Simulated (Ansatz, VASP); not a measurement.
**One calculation of GaGe3, two programs**

```
Ga Ge
1.0
     4.27847    0.00000    0.00000
     0.00000    4.27847    0.00000
     0.00000    0.00000    4.27847
Ga Ge
1 3
Direct
  0.00000 0.00000 0.00000
  0.00000 0.50000 0.52000
  0.50000 0.00000 0.50000
  0.50000 0.50000 0.00000
```

The cell comes from a database or a generator and needn't be the stable form of this composition.

Alike in both runs: task single point; functional PBEsol; k mesh 5 × 5 × 5; no spin polarisation.

```csv
,VASP,Ansatz
version,VASP 6.6.1,Ansatz 0.2.0
potentials or method,"VASP PAW PBE potentials, release 64 (Ga_d, Ge_d)","plane waves, PAW"
plane-wave cutoff (eV),520,420
occupations,"methfessel-paxton of order 1, width 0.1 eV",cold
valence electrons in the cell,55,55
```

```tsv
	VASP	Ansatz	Ansatz less VASP
rms of the force components (eV/Å)	0.061	0.056	-0.0046
```

Atom by atom the forces differ by 0.005 eV/Å (rms over components).

Caveats: the PAW data sets were made with another functional, which shifts forces and pressure a little (VASP).
